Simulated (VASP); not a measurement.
A VASP calculation is set up with these files.

POSCAR:
```
SiSe2
4.7426150
 -0.7067029476   1.0000000000   0.6213829290
  0.7067029476  -1.0000000000   0.6213829290
  0.7067029476   1.0000000000  -0.6213829290
Si Se
2 4
Cart
  0.0000000000  -0.0000000000   0.9320743936
  0.0000000000   0.0000000000   0.3106914645
  0.2675153338  -0.2527200000   0.6213829290
  0.4391876138   1.2527200000   0.0000000000
  0.2675153338   0.2527200000  -0.0000000000
  0.4391876138   0.7472800000   0.6213829290
```

KPOINTS:
```
Automatic
0
G
  3 3 3
0 0 0
```

**INCAR**
```
# general
SYSTEM  = SiSe2
PREC    = Accurate
ENCUT   = 300
LREAL   = .FALSE.
LASPH   = .TRUE.

# electronic loop
EDIFF   = 1E-6
NELM    = 100
ALGO    = Normal
LMAXMIX = 4

# smearing
ISMEAR  = -1
SIGMA   = 0.02

# functional
GGA     = PE

# ions
ISIF    = 2

# output
LWAVE   = .FALSE.
LCHARG  = .FALSE.
```

POTCAR, in this order: Si Se (PBE.64 set). Program: vasp_std.

Question: Write an equivalent input for Ansatz.

Answer: One equivalent input (not run):
Ansatz 0.2 input:
```yaml
crystal:
  lattice:
    - [-3.3516200, 4.7426150, 2.9469800]
    - [3.3516200, -4.7426150, 2.9469800]
    - [3.3516200, 4.7426150, -2.9469800]
  atoms:
    - { symbol: Si, position: [0.7500000, 0.7500000, 0.0000000] }
    - { symbol: Si, position: [0.2500000, 0.2500000, 0.0000000] }
    - { symbol: Se, position: [0.3736400, 0.6892700, 0.0629100] }
    - { symbol: Se, position: [0.6263600, 0.3107300, 0.9370900] }
    - { symbol: Se, position: [0.1263600, 0.1892700, 0.3156300] }
    - { symbol: Se, position: [0.8736400, 0.8107300, 0.6843700] }
kpoints:
  mp_grid: { grid: [3, 3, 3] }
hamiltonian:
  xc: pbe
  pseudopotentials: { kind: paw }
scf:
  occupations: { method: fermi_dirac, width: 0.02 }
  max_iter: 100
output: { forces: true, stress: true, eigenvalues: true }
```
What does not carry over: each code has its own PAW files, so the cut-off isn't converted (ENCUT is set for VASP's; basis.ecutwfc is left out, and Ansatz then takes the one that its files recommend); Ansatz stops its SCF on the density residual and VASP on the energy change (EDIFF).

The structure comes from a computed database's SiSe2 entry; how it stands against other phases isn't given here. The cell was not relaxed at this level. The k-mesh is coarse (spacing up to 0.47 per Å, 2π included), so the numbers may not be converged in it.
